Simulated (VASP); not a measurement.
All values below come from AM05 GGA, VASP's PBE PAW potentials (set 64) (plane waves; VASP 6.6.1).

Input for VASP

**POSCAR**
```
PbF2
1
    0.0000000000     2.9321802185     2.9321802185
    2.9321802185     0.0000000000     2.9321802185
    2.9321802185     2.9321802185     0.0000000000
Pb F
1 2
Direct
  1.0000000000   1.0000000000   1.0000000000
  0.2500000000   0.2500000000   0.2500000000
  0.7500000000   0.7500000000   0.7500000000
```

### KPOINTS
```
Regular mesh
0
Gamma
  7 7 7
```

INCAR:
```
ALGO = Normal
EDIFF = 1E-7
ENCUT = 520
GGA = AM
ISIF = 2
ISMEAR = 0
LASPH = T
LCHARG = F
LMAXMIX = 4
LREAL = F
LWAVE = F
NELM = 100
PREC = Accurate
SIGMA = 0.05
SYSTEM = PbF2
```

POTCAR, in this order: Pb_d F (PBE.64 set). Program: vasp_std.

The resulting files:

OUTCAR:
```
 ion  position               nearest neighbor table
   1  0.000  0.000  0.000-   3 2.54   3 2.54   3 2.54   2 2.54   2 2.54   2 2.54   3 2.54   2 2.54
  LATTYP: Found a face centered cubic cell.
 ALAT       =     5.8643604370
 Subroutine PRICEL returns:
 Original cell was already a primitive cell.
 Subroutine GETGRP returns: Found 48 space group operations
The static configuration has the point symmetry O_h .
The dynamic configuration has the point symmetry O_h .
 Subroutine INISYM returns: Found 48 space group operations
 Subroutine IBZKPT returns following result:
 Found     20 irreducible k-points:

 Following reciprocal coordinates:
            Coordinates               Weight
  0.000000  0.000000  0.000000      1.000000
  0.142857  0.000000  0.000000      8.000000
  0.285714  0.000000  0.000000      8.000000
  0.428571  0.000000  0.000000      8.000000
  0.142857  0.142857  0.000000      6.000000
  0.285714  0.142857  0.000000     24.000000
  0.428571  0.142857  0.000000     24.000000
 -0.428571  0.142857  0.000000     24.000000
 -0.285714  0.142857  0.000000     24.000000
 -0.142857  0.142857  0.000000     12.000000
...
```

### OSZICAR
```
       N       E                     dE             d eps       ncg     rms          rms(c)
DAV:   1     0.310947257197E+03    0.31095E+03   -0.15152E+04   720   0.177E+03
DAV:   2     0.122168837192E+02   -0.29873E+03   -0.28914E+03   828   0.461E+02
DAV:   3    -0.150403231587E+02   -0.27257E+02   -0.26993E+02   818   0.156E+02
DAV:   4    -0.158912331459E+02   -0.85091E+00   -0.85022E+00   794   0.285E+01
DAV:   5    -0.159182448470E+02   -0.27012E-01   -0.27011E-01   806   0.519E+00    0.708E+00
DAV:   6    -0.143796380561E+02    0.15386E+01   -0.81253E+00   940   0.246E+01    0.258E+00
DAV:   7    -0.143738219145E+02    0.58161E-02   -0.35238E-01   726   0.427E+00    0.149E+00
DAV:   8    -0.143741911775E+02   -0.36926E-03   -0.89860E-02   724   0.387E+00    0.469E-01
DAV:   9    -0.143720217016E+02    0.21695E-02   -0.15649E-02   852   0.106E+00    0.101E-01
DAV:  10    -0.143734650534E+02   -0.14434E-02   -0.15966E-03   720   0.309E-01    0.259E-02
DAV:  11    -0.143734871550E+02   -0.22102E-04   -0.57180E-05   784   0.684E-02    0.886E-03
DAV:  12    -0.143735002123E+02   -0.13057E-04   -0.18391E-05   724   0.305E-02    0.197E-03
DAV:  13    -0.143735002462E+02   -0.33913E-07   -0.54640E-07   942   0.697E-03
   1 F= -.14373500E+02 E0= -.14373500E+02  d E =-.390447E-20
```

**OUTCAR**
```
------------------------ aborting loop because EDIFF is reached ----------------------------------------
  FORCE on cell =-STRESS in cart. coord.  units (eV):
  Direction    XX          YY          ZZ          XY          YZ          ZX
  --------------------------------------------------------------------------------------
  Total        0.7326991      0.7326991      0.7326991     -0.0000000      0.0000000     -0.0000000
  in kB       23.2827490     23.2827490     23.2827490     -0.0000000      0.0000000     -0.0000000
  external PRESSURE =      23.2827490 kB  Pullay stress =       0.0000000 kB
  volume of cell :       50.42
      direct lattice vectors                 reciprocal lattice vectors
     0.000000000  2.932180219  2.932180219    -0.170521579  0.170521579  0.170521579
     2.932180219  0.000000000  2.932180219     0.170521579 -0.170521579  0.170521579
     2.932180219  2.932180219  0.000000000     0.170521579  0.170521579 -0.170521579
 POSITION                                       TOTAL-FORCE (eV/Angst)
 -----------------------------------------------------------------------------------
      0.00000      0.00000      0.00000        -0.000000     -0.000000     -0.000000
      1.46609      1.46609      1.46609        -0.000000      0.000000      0.000000
      4.39827      4.39827      4.39827         0.000000      0.000000      0.000000
 -----------------------------------------------------------------------------------
    total drift:                                0.000000     -0.000000      0.000000
  FREE ENERGIE OF THE ION-ELECTRON SYSTEM (eV)
  ---------------------------------------------------
  free  energy   TOTEN  =       -14.3735002462 eV

  energy  without entropy=      -14.3735002462  energy(sigma->0) =      -14.37350025
```
(Selected blocks of OUTCAR.)

The compound is PbF2 in the fluorite structure, the β form. This cell is one point of a volume scan, at 0.97 of the reference volume.
